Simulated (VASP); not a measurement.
## Pm (relaxed from the fcc structure, space group Fm-3m): computed properties

Level of theory: PBEsol GGA, VASP's PBE PAW potentials (set 64) (plane waves; VASP).

```json
{
 "space_group": "Fm-3m (225)",
 "cell": "a = 5.0629 Å, b = 5.0629 Å, c = 5.0629 Å, α = 90.00°, β = 90.00°, γ = 90.00°",
 "volume_per_atom": "32.44 Å^3/atom",
 "band gap (over mesh and band path)": "none (metal, semimetal or under 0.01 eV)",
 "hill_bulk_modulus": "37.2 GPa",
 "hill_shear_modulus": "23.7 GPa",
 "Poisson's ratio": "0.238",
 "band_gap_with_spin_orbit_coupling": "none (metallic)",
 "density": "7.42 g/cm³",
 "C11": "56.6 GPa",
 "C12": "27.5 GPa",
 "C44": "32.8 GPa"
}
```

```xyz
1
Lattice="0.0000 2.5314 2.5314 2.5314 0.0000 2.5314 2.5314 2.5314 0.0000" Properties=species:S:1:pos:R:3 pbc="T T T"
Pm     2.5314     2.5314     0.0000
```

The 4f electrons are frozen in the core of the lanthanide potential, so 4f levels, which can set the real gap, and their magnetism are missing. Finite-difference elastic constants of metals are sensitive to mesh and smearing; shear constants can be off by tens of GPa.

The structure was generated: Pm was put into the fcc type (Fm-3m), which need not be its known phase. It was relaxed first. Symmetry was kept, so distortions that lower it aren't found.
